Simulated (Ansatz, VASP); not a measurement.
## MgB2 in two plane-wave programs

Aim: how closely do two programs agree when they are given the same cell, functional and k mesh? The cell is taken from a series of runs on this material, whose earlier steps may have relaxed, scaled, displaced or heated it; both programs get it as it stands.

Program: Ansatz 0.2.0. Level of theory: plane waves, with VASP 6.6.1 beside it; relaxation of cell and atoms at PBE. Results are calculated unless marked as measured.

## Step 1: The starting structure

Symmetry: P6/mmm, No. 191, hexagonal system. Conventional cell: a = 3.078 Å, b = 3.078 Å, c = 3.514 Å, α = 90.00°, β = 90.00°, γ = 120.00°. Nearest to Mg lie 12 B at 2.50 Å. Nearest to B lie 3 B at 1.78 Å and 6 Mg at 2.50 Å. Farther neighbours are not listed.

## Step 2: VASP: relaxation of cell and atoms, PBE

The relaxed volume is the usual yardstick between codes: in a stiff, nearly cubic crystal its relative difference is about their pressure difference at one cell divided by the bulk modulus.

Lines of VASP's logs that name or quote its potential files are left out, and so is its time.

INCAR reads:

```
SYSTEM = MgB2
PREC = Accurate
ENCUT = 600
EDIFF = 1E-07
NELM = 120
ISMEAR = 1
SIGMA = 0.2
LREAL = .FALSE.
ALGO = Normal
GGA = PE
NBANDS = 10
LORBIT = 11
LWAVE = .FALSE.
LCHARG = .FALSE.
ISIF = 3
IBRION = 2
NSW = 80
EDIFFG = -0.005
LASPH = .TRUE.
GGA_COMPAT = .FALSE.
NELMIN = 4
```

POSCAR reads:

```
MgB2
1.0
    3.0783850000      0.0000000000      0.0000000000
   -1.5391920000      2.6659590000      0.0000000000
    0.0000000000      0.0000000000      3.5139460000
Mg B
1 2
Direct
    0.0000000000      0.0000000000      0.0000000000
    0.3333332251      0.6666666667      0.5000000000
    0.6666664501      0.3333333333      0.5000000000
```

KPOINTS reads:

```
Automatic mesh
0
Gamma
12 12 8
0 0 0
```

PAW data sets: Mg and B (PBE family, release 64).

Run with:

```sh
mpirun -np 1 vasp_std
```

Numbers of over 12 decimals in the logs are rounded to 6 here.

What it wrote:

```text
[banner, memory and clock lines left out]
running    1 mpi-ranks, on    1 nodes
 distrk:  each k-point on    1 cores,    1 groups
 distr:  one band on    1 cores,    1 groups

 POSCAR found type information on POSCAR MgB
 POSCAR found :  2 types and       3 ions
 LDA part: xc-table for (Slater+PW92), standard interpolation
 POSCAR, INCAR and KPOINTS ok, starting setup
 FFT: planning ... GRIDC
 FFT: planning ... GRID_SOFT
 FFT: planning ... GRID
 WAVECAR not read
 entering main loop
       N       E                     dE             d eps       ncg     rms          rms(c)
DAV:   1     0.731259655106E+01    0.73126E+01   -0.41447E+03  2012   0.760E+02
DAV:   2    -0.163495583563E+02   -0.23662E+02   -0.22260E+02  2488   0.116E+02
DAV:   3    -0.170103845497E+02   -0.66083E+00   -0.65862E+00  2544   0.170E+01
DAV:   4    -0.170119774683E+02   -0.15929E-02   -0.15927E-02  2524   0.846E-01
DAV:   5    -0.170119810863E+02   -0.36179E-05   -0.36182E-05  2406   0.375E-02    0.525E+00
DAV:   6    -0.155813959965E+02    0.14306E+01   -0.19502E+00  2126   0.682E+00    0.252E+00
DAV:   7    -0.153278965359E+02    0.25350E+00   -0.10350E+00  2162   0.494E+00    0.753E-01
DAV:   8    -0.153309027597E+02   -0.30062E-02   -0.87070E-02  2082   0.176E+00    0.340E-01
DAV:   9    -0.153240795743E+02    0.68232E-02   -0.18088E-02  2056   0.656E-01    0.575E-02
DAV:  10    -0.153240595157E+02    0.20059E-04   -0.72021E-04  2484   0.171E-01    0.213E-02
DAV:  11    -0.153240572562E+02    0.22595E-05   -0.37472E-05  2160   0.391E-02    0.433E-03
DAV:  12    -0.153240562004E+02    0.10559E-05   -0.58718E-06  2164   0.122E-02    0.149E-03
DAV:  13    -0.153240561599E+02    0.40405E-07   -0.26027E-07  2216   0.319E-03
   1 F= -.15324056E+02 E0= -.15323597E+02  d E =-.153241E+02
[...]
2 F= -.15324102E+02 E0= -.15323652E+02  d E =-.460902E-04
[...]
3 F= -.15324104E+02 E0= -.15323652E+02  d E =-.475446E-04
 curvature:  -0.42 expect dE=-0.401E-05 dE for cont linesearch -0.602E-08
 trial: gam= 0.09807 g(F)=  0.296E-42 g(S)=  0.959E-05 ort =-0.126E-05 (trialstep = 0.969E+00)
 search vector abs. value=  0.104E-04
 bond charge predicted
       N       E                     dE             d eps       ncg     rms          rms(c)
DAV:   1    -0.153241129091E+02   -0.91467E-05   -0.13740E-04  2162   0.763E-02    0.721E-03
DAV:   2    -0.153241098192E+02    0.30898E-05   -0.63428E-06  2368   0.145E-02    0.284E-03
DAV:   3    -0.153241092966E+02    0.52265E-06   -0.16801E-06  2156   0.632E-03    0.629E-04
DAV:   4    -0.153241092632E+02    0.33336E-07   -0.64125E-08  1200   0.177E-03
   4 F= -.15324109E+02 E0= -.15323670E+02  d E =-.555869E-05
 trial-energy change:   -0.000006  1 .order   -0.000006   -0.000009   -0.000002
 step:   1.2868(harm=  1.2868)  dis= 0.00000  next Energy=   -15.324110 (dE=-0.609E-05)
 reached required accuracy - stopping structural energy minimisation
```

From OUTCAR (step 2):

```text
ion  position               nearest neighbor table
   1  0.000  0.000  0.000-   3 2.50   3 2.50   2 2.50   2 2.50   2 2.50   2 2.50   3 2.50   3 2.50
                             2 2.50   2 2.50   3 2.50   3 2.50
   2  0.333  0.667  0.500-   3 1.78   3 1.78   3 1.78   1 2.50   1 2.50   1 2.50   1 2.50   1 2.50
                             1 2.50
   3  0.667  0.333  0.500-   2 1.78   2 1.78   2 1.78   1 2.50   1 2.50   1 2.50   1 2.50   1 2.50
                             1 2.50

  LATTYP: Found a hexagonal cell.
 ALAT       =     3.0783850000
 C/A-ratio  =     1.1414900995

 Subroutine GETGRP returns: Found 24 space group operations
 (whereof 24 operations were pure point group operations)

The static configuration has the point symmetry D_6h.

 Found     95 irreducible k-points:

   k-points           NKPTS =     95   k-points in BZ     NKDIM =     95   number of bands    NBANDS=     10

   dimension x,y,z NGX =    28 NGY =   28 NGZ =   28
   dimension x,y,z NGXF=    56 NGYF=   56 NGZF=   56

   ENCUT  =  600.0 eV  44.10 Ry    6.64 a.u.   6.15  6.15  7.02*2*pi/ulx,y,z

   NELECT =       8.0000    total number of electrons

 k-points in reciprocal lattice and weights: Automatic mesh
   0.00000000  0.00000000  0.00000000       0.001
   0.08333333 -0.00000000  0.00000000       0.005
   0.16666667  0.00000000  0.00000000       0.005
   0.25000000 -0.00000000  0.00000000       0.005
   0.33333333 -0.00000000  0.00000000       0.005
   0.41666667 -0.00000000  0.00000000       0.005
   0.50000000 -0.00000000  0.00000000       0.003
   0.08333333  0.08333333  0.00000000       0.005
   0.16666667  0.08333333  0.00000000       0.010
[...]
0.33333333  0.25000000  0.50000000       0.010
   0.33333333  0.33333333  0.50000000       0.002

 average (electrostatic) potential at core
       1 -35.7092       2 -26.1132       3 -26.1132

 E-fermi :   5.3425

 k-point     1 :       0.0000    0.0000    0.0000
  band No.  band energies     occupation
      1      -7.1399      2.00000
      2       2.3857      2.00000
      3       5.6877     -0.03488
      4       5.6877     -0.03487
      5       7.0195     -0.00000
      6      11.6515      0.00000
      7      11.6515      0.00000
    ...

 k-point     2 :       0.0833   -0.0000    0.0000
  band No.  band energies     occupation
      1      -7.0188      2.00000
      2       2.5038      2.00000
      3       5.0733      2.06710
      4       5.4020      0.52034
      5       7.1269     -0.00000
      6      11.5680      0.00000
      7      12.1822      0.00000
      8      13.7432      0.00000
      9      14.8928      0.00000
    ...

 k-point     3 :       0.1667    0.0000    0.0000
  band No.  band energies     occupation
      1      -6.6570      2.00000
      2       2.8554      2.00000
      3       3.6382      2.00000
      4       4.7736      2.00043
      5       7.4577     -0.00000
      6      11.1816      0.00000
      7      13.5347      0.00000
      8      13.7415      0.00000
      9      14.3952      0.00000
    ...

  Total        0.0034961      0.0034961     -0.0036270      0.0000000      0.0000000      0.0000000
  in kB        0.1946108      0.1946108     -0.2018955      0.0000000      0.0000000      0.0000000
  external PRESSURE =       0.0624420 kB  Pullay stress =       0.0000000 kB

  energy-cutoff  :      600.00
  volume of cell :       28.78
      direct lattice vectors                 reciprocal lattice vectors
     3.077225266 -0.000000000 -0.000000000     0.324968084  0.187620393  0.000000000
    -1.538612133  2.664954641 -0.000000000     0.000000000  0.375240908  0.000000000
     0.000000000 -0.000000000  3.509786249     0.000000000  0.000000000  0.284917636

 POSITION                                       TOTAL-FORCE (eV/Angst)
 -----------------------------------------------------------------------------------
      0.00000     -0.00000     -0.00000         0.000000     -0.000000      0.000000
     -0.00000      1.77664      1.75489        -0.000000      0.000000      0.000000
      1.53861      0.88832      1.75489        -0.000000     -0.000000     -0.000000
 -----------------------------------------------------------------------------------
    total drift:                                0.000067      0.000000      0.000000

  FREE ENERGIE OF THE ION-ELECTRON SYSTEM (eV)
  ---------------------------------------------------
  free  energy   TOTEN  =       -15.3241092632 eV

  energy  without entropy=      -15.3227922590  energy(sigma->0) =      -15.32367026

 reached required accuracy - stopping structural energy minimisation

 total charge
# of ion       s       p       d       tot
------------------------------------------
    1        0.159   0.178   0.057   0.394
    2        0.688   1.237   0.000   1.925
    3        0.688   1.237   0.000   1.925
--------------------------------------------------
tot          1.535   2.653   0.057   4.245

[... 3 further parts left out ...]
```

CONTCAR:

```
MgB2
   1.00000000000000
     3.0772252655859162   -0.0000000002176805   -0.0000000000000000
    -1.5386121331698424    2.6649546413373635   -0.0000000000000000
     0.0000000000000000   -0.0000000000000000    3.5097862490443883
  Mg              B
     1     2
Direct
     0.0000000000000000    0.0000000000000000    0.0000000000000000
     0.3333332250999987    0.6666666667000030    0.5000000000000000
     0.6666664501000028    0.3333333332999970    0.5000000000000000
```

## Step 3: Ansatz: relaxation of cell and atoms, PBE

Ansatz runs on its PAW soft_1 files.

The same cell, functional, mesh and smearing now go to Ansatz, which takes its cutoff from its data sets.

input.yaml reads:

```yaml
crystal:
  lattice:
    - [3.0783845877, 0.0, 0.0]
    - [-1.5391922939, 2.6659592556, 0.0]
    - [0.0, 0.0, 3.5139457496]
  atoms:
    - { symbol: Mg, position: [0.0, 0.0, 0.0] }
    - { symbol: B, position: [0.3333333333, 0.6666666667, 0.5] }
    - { symbol: B, position: [0.6666666667, 0.3333333333, 0.5] }
kpoints:
  mp_grid: { grid: [12, 12, 8] }
hamiltonian:
  xc: pbe
  pseudopotentials: { kind: paw, azcp: { folder: soft_1 } }
scf:
  occupations: { method: methfessel_paxton, width: 0.2 }
output:
  forces: true
  stress: true
  eigenvalues: true
relax:
  adjacent_minimum: "off"
  f_tol: 0.001
  max_steps: 60
  cell: { stress_tol: 0.01 }
```

Run with:

```sh
ansatz run input.yaml --threads 16 --pin off --max-ram 92160MiB --backend cuda --events-out ev --progress --plain --runs-dir out --max-vram 78GiB
```

What it wrote:

```text
Engine: ansatz 0.2.0, aarch64-unknown-linux-gnu
Pseudopotentials: kind: paw
Pseudopotential: Mg, paw, valence charge 10, recommended cutoff 420 eV (normal), soft_1/Mg.paw.azcp
Pseudopotential: B, paw, valence charge 3, recommended cutoff 420 eV (normal), soft_1/B.paw.azcp
Functional definition: PBE
  parameter kappa = 0.804
  parameter beta = 0.066725
  exchange = pbe_x(kappa = kappa, mu = beta*pi^2/3)
  correlation = pbe_c(beta = beta)
device memory: the entry about to start is reckoned to put 1.6 GiB on a device that reports 170.0 GiB free (of which the cap on the GPU budget leaves the run 78.0 GiB)
GPU FFT provider: cuFFT
GPU libraries: cuBLAS 13.8.1, cuFFT 12.4.0, cuSOLVER 12.3.2
GPU matrix products: emulated (plane waves: as basis.precision tells), large ones in fixed point in workspaces of 1.00 GiB
Crystal: 3 atoms, lattice volume = 28.838 Å³
Basis set: ecut = 420 eV, 563 PW (Γ), exchange–correlation on 48×48×48 points (8 copies of the dense FFT grid, shifted against one another)
Bands: 12, of which v1, the nominal top of the filled ones, is band 8 counted from 1 (7 counted from 0)
Symmetry: 24 space group operations
Space group: P6/mmm (ITA 191), of the structure as read, at distance tolerance 3.1e-5 Å
k-points: 95 of 1152
Non-local potential: Mg, projectors of the file, l = 0: 3, l = 1: 2, l = 2: 1
Non-local potential: B, projectors of the file, l = 0: 2, l = 1: 2, l = 2: 1
PAW form: soft (Blöchl's): semilocal exchange-correlation on the pseudo side does not see the compensation charge
PAW one-centre angular grid: Mg, 110 points (default); XC on 64 Gauss nodes
PAW one-centre angular grid: B, 110 points (default); XC on 64 Gauss nodes
Initial density: superposition of atomic densities (chi_scale 0.1, normalization cell, long waves kept (reshape's long-wave potential 0.00 eV rms))
Initial wavefunctions: pseudopotential atomic-orbital guess
GPU buffer pool allocated for 13824 grid points (all kernels)
GPU transforms: local potential and band sums: pruned to the plane-wave sphere, on 24×24×24
Functional: x = pbe(κ = 0.804, μ = 0.219515), c = pbe(β = 0.066725)
SCF iter   1: F=—  HF=-2237.066514 eV  |F-HF|=—  |Δ(HF+E_count)|=         —  Δρ=7.77e-2  dr2=2.91e0  ethr=3.10e-3  ⟨swp⟩=5.0  Hψ=5884  notcnv=0
preconditioner: auto → none  [metal: Δε(μ)=0.094 eV  Ē_g=11.696 eV  σ=0.200 eV  W_gap=0.36  n_scr=8 (ndim 8)  ℏωp=19.6 eV  f_vac=0.000  D(μ)=0.41/eV (n_scr^D=0)  sad-step TF]
SCF iter   2: F=—  HF=-2236.417383 eV  |F-HF|=—  |Δ(HF+E_count)|=   6.49e-1  S|Δr|=    0.00e0  Δρ=4.62e-2  dr2=1.14e0  ethr=3.10e-3  ⟨swp⟩=2.0  Hψ=2340  notcnv=0
SCF iter   3: F=—  HF=-2236.029897 eV  |F-HF|=—  |Δ(HF+E_count)|=   3.87e-1  S|Δr|=    0.00e0  Δρ=8.94e-3  dr2=2.51e-2  ethr=3.10e-3  ⟨swp⟩=2.6  Hψ=3226  notcnv=0
SCF iter   4: F=—  HF=-2236.022299 eV  |F-HF|=—  |Δ(HF+E_count)|=   7.60e-3  S|Δr|=    0.00e0  Δρ=1.06e-3  dr2=3.92e-4  ethr=1.57e-4  ⟨swp⟩=1.5  Hψ=2032  notcnv=0
SCF iter   5: F=—  HF=-2236.022258 eV  |F-HF|=—  |Δ(HF+E_count)|=   4.08e-5  S|Δr|=    0.00e0  Δρ=3.13e-4  dr2=4.36e-5  ethr=2.45e-6  ⟨swp⟩=2.4  Hψ=1717  notcnv=0
SCF iter   6: F=—  HF=-2236.022294 eV  |F-HF|=—  |Δ(HF+E_count)|=   3.61e-5  S|Δr|=    0.00e0  Δρ=7.97e-5  dr2=2.31e-6  ethr=2.72e-7  ⟨swp⟩=2.2  Hψ=1414  notcnv=0
SCF iter   7: F=-2236.022294 eV  HF=-2236.022294 eV  |F-HF|=3.70e-9  |Δ(HF+E_count)|=   4.10e-7  S|Δr|=    0.00e0  Δρ=4.74e-6  dr2=2.90e-9  ethr=6.25e-10  ⟨swp⟩=4.4  Hψ=6931  notcnv=0
SCF 1 converged in 7 iterations: F = -2236.022294 eV  dr2 = 2.90e-9
  greatest PAW one-centre occupation: 1.000 electrons in one spin orbital (limit 2), on the Mg atom at site 0 (counted from 0), in its partial waves of l = 0
relax step   1: F+E_penalty+E_count = -2236.02229382 eV  Δ(F+E_penalty+E_count) = +0.000e0 eV  max|allowed force component| = 1.172e-16 eV/Å  Δτ_max = 0.0000 Å  P = -0.004 GPa  Ω = 28.838 Å³  (7 SCF iters, dr2 threshold 1.00e-7 eV, accepted)
[...]
relax step   2: F+E_penalty+E_count = -2236.02229439 eV  Δ(F+E_penalty+E_count) = -5.684e-7 eV  max|allowed force component| = 1.542e-16 eV/Å  Δτ_max = 0.0000 Å  P = -0.002 GPa  Ω = 28.841 Å³  energy of the carried Pulay correction = -1.144e-6 eV  (2 SCF iters, dr2 threshold 6.99e-9 eV, accepted)
[...]
relax step   3: F+E_penalty+E_count = -2236.02229226 eV  Δ(F+E_penalty+E_count) = +2.131e-6 eV  max|allowed force component| = 1.850e-16 eV/Å  Δτ_max = 0.0000 Å  P = -0.002 GPa  Ω = 28.841 Å³  stress off target by 5.52e-3 GPa  SCF on the basis re-selected at this cell (its energy is not comparable with the rows above)  (6 SCF iters)
basis re-selected at this cell: Δ(F+E_penalty+E_count) = +2.131e-6 eV, ΔP = -0.000 GPa vs the last step (what re-selecting the basis moved, of the pressure what is left beyond the Pulay correction that the steps carried, after the strain that the cell walked since its last selection, with what the two solves' SCF thresholds leave and, on support functions, any second-order correction that the steps lacked; it is no m [...]
SCF converged after 6 iterations
Stability not checked: this state was not tested for a lower state beside it, because cold or Methfessel-Paxton smearing, or corrected tetrahedra, fill the levels in a way that the test cannot read (fill_not_monotonic; see scf.lower_state_search)
Free energy (F): -2236.022292 eV
Harris-Foulkes:  -2236.022292 eV  (|F-HF|=0.00e0)
Internal energy: -2236.020848 eV  (E = F + TS)
E sigma→0 (E₀):  -2236.021931 eV
Entropy (-TS):   -0.001444 eV (-0.481 meV/atom)
Fermi energy:    9.279036 eV
--- Per-component energies (eV) ---
  E_band       = -293.056653
  E_kinetic    = 169.012042
  E_local      = -1605.326617  (includes V_loc(G=0)·N_el)
  E_nonlocal   = 210.911400
  E_hartree    = 546.139686
  E_xc         = -92.860997
  E_vxc        = -112.401483  (∫ρ·V_xc dr)
  E_paw        = -456.756420  (= ΣΔE_a)
  E_vpaw       = -47.531196  (= ΣTr[D̂ρ^β])
  E_aug_tail   = -0.000172  (compensation charges beyond the density's cutoff)
  E_ewald      = -1007.139770
  E_smearing   = -0.001444  (= −TS)
  E_closure    = -0.000000  (closes the sum)
  Σ components = -2236.022292   (vs F -2236.022292, Δ=0.00e0)
--- Forces (eV/Å), atoms counted from 1 ---
  atom   1  Mg     0.00000000     0.00000000     0.00000000
  atom   2  B     -0.00000000    -0.00000000     0.00000000
  atom   3  B      0.00000000     0.00000000     0.00000000
  max |Σ_I F_I| component: 9.25e-18 eV/Å
--- Stress (GPa, compression-positive) ---
       -0.005517      -0.000000       0.000000
       -0.000000      -0.005517       0.000000
        0.000000       0.000000       0.004174
  P = ⅓ Tr σ = -0.0023 GPa (-0.023 kbar)
--- Band table (eV; the first three rows and the last of 95) ---
  k-point 0: bands = [... 4 lower, -3.1906, 6.3205, 9.6265, 9.6265, 10.9344, 15.5890, 15.5890, 17.3902]
  k-point 1: bands = [... 4 lower, -3.0550, 5.3520, 9.6778, 9.6778, 12.2197, 15.6335, 15.6335, 17.3667]
  k-point 2: bands = [... 4 lower, -2.6752, 3.7311, 9.8069, 9.8069, 14.7801, 15.7465, 15.7465, 17.3101]
  k-point 94: bands = [... 4 lower, 2.8839, 2.8839, 4.0762, 7.2506, 7.2506, 12.8538, 20.9509, 21.2089]
--- Relaxed structure (2 steps of the walk, 2 accepted, 1 SCFs on fresh bases) ---
  F+E_penalty+E_count = -2236.02229226 eV   max|allowed force component| = 1.850e-16 eV/Å   (the final SCF, on the basis selected at the relaxed cell)
  cell:  # Å, volume = 28.8405 Å³
    - [3.078140, 2.8865283023203147e-11, 0.0]
    - [-1.539070, 2.665748, 0.0]
    - [0.0, 0.0, 3.514760]
  atoms:
    - { symbol: Mg, position: [0, 0, 0.0] }
    - { symbol: B, position: [0.333333, 0.666667, 0.5] }
    - { symbol: B, position: [0.666667, 0.333333, 0.5] }
```

## Step 4: Differences

Known differences besides the potentials themselves: the data sets hold 16 valence electrons in Ansatz (on its PAW soft_1 files) and 8 in VASP; the cutoff is 420 eV in Ansatz and 600 eV in VASP; Ansatz adds a Pulay correction to the stress that steers its cell, VASP none. Total energies have different zeros and are not compared.

Both answers:

```
                                         quantity  Ansatz   VASP  difference
                                      volume (Å³)   28.84  28.78     +0.20 %
edge a after relaxation, in the typed setting (Å)   3.078  3.077     +0.03 %
edge c after relaxation, in the typed setting (Å)   3.515  3.510     +0.14 %
```

## Step 5: What came out

| Quantity | Value |
| --- | --- |
| difference in volume (relaxation of cell and atoms, PBE) | 0.20 % |

What this shows: The difference in volume is 0.20 % (relaxation of cell and atoms, PBE), within the 1.2 % picked in this series as the mark of a large difference, as far as the stopping tolerances let one tell. The data sets hold unlike numbers of valence electrons (16 in Ansatz and 8 in VASP), so part of the differences comes from the potentials. How closely two codes agree says nothing of how well the functional describes the real material.

[Lines on the potential files, build, host, timing and source positions are cut from VASP's logs without a mark.]

[Logs are printed without paths, hosts, clocks, repeated set-up lines and the standing remarks that a program may print on its own settings, such as how far it seeks lower states.]

[Hosts, paths, dates, database ids (printed as entryN), source tags and the programs' standing remarks are cut or masked in the printed files.]
